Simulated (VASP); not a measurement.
An input for Quantum ESPRESSO's pw.x (written as the equivalent of a VASP run, and not itself run):

```
&CONTROL
  calculation = 'scf'
  pseudo_dir = './pseudo'
  outdir = './out'
  tprnfor = .true.
  tstress = .true.
/
&SYSTEM
  ibrav = 0
  nat = 3
  ntyp = 2
  ecutwfc = 76
  occupations = 'smearing'
  smearing = 'methfessel-paxton'
  degauss = 0.00735
  input_dft = 'pbe'
/
&ELECTRONS
  conv_thr = 7.3e-08
  electron_maxstep = 100
/
ATOMIC_SPECIES
  Al 26.982 Al.upf
  Au 196.967 Au.upf
CELL_PARAMETERS angstrom
     0.0000000    3.0000000    3.0000000
     3.0000000    0.0000000    3.0000000
     3.0000000    3.0000000    0.0000000
ATOMIC_POSITIONS crystal
  Al   0.2500000  0.2500000  0.2500000
  Al   0.7500000  0.7500000  0.7500000
  Au   0.0000000  0.0000000  0.0000000
K_POINTS automatic
  8 8 8 0 0 0
```

Write the VASP files for the same calculation (PBE).

Several could match; the one computed here: 
### INCAR
```
# general
SYSTEM   =  AuAl2
PREC     =  Accurate
ENCUT    =  400
LREAL    =  .FALSE.
LASPH    =  .TRUE.

# electronic loop
EDIFF    =  1E-6
NELM     =  100
ALGO     =  Damped
LMAXMIX  =  6

# smearing
ISMEAR   =  1
SIGMA    =  0.1

# functional
GGA      =  PE

# ions
ISIF     =  2

# output
LWAVE    =  .FALSE.
LCHARG   =  .FALSE.
```

POSCAR:
```
AuAl2
1
    0.0000000000     3.0000000000     3.0000000000
    3.0000000000     0.0000000000     3.0000000000
    3.0000000000     3.0000000000     0.0000000000
Al Au
2 1
Direct
  0.2500000000   0.2500000000   0.2500000000
  0.7500000000   0.7500000000   0.7500000000
  0.0000000000   0.0000000000   0.0000000000
```

### KPOINTS
```
Automatic mesh
0
Gamma
8 8 8
0 0 0
```

POTCAR, in this order: Al Au (PBE.64 set). Program: vasp_std.

The two are equivalent in intent, not identical: the potentials are each code's own (VASP's PAW set, PseudoDojo norm-conserving files in pw.x), so ENCUT and ecutwfc are chosen apart and not converted; conv_thr bounds pw.x's estimated SCF error, while EDIFF bounds the energy change between steps.

The compound is AuAl2 in the fluorite structure. The cell was not relaxed at this level. The run is one of a series of settings (ALGO = Damped against the base run), some of them coarse on purpose.
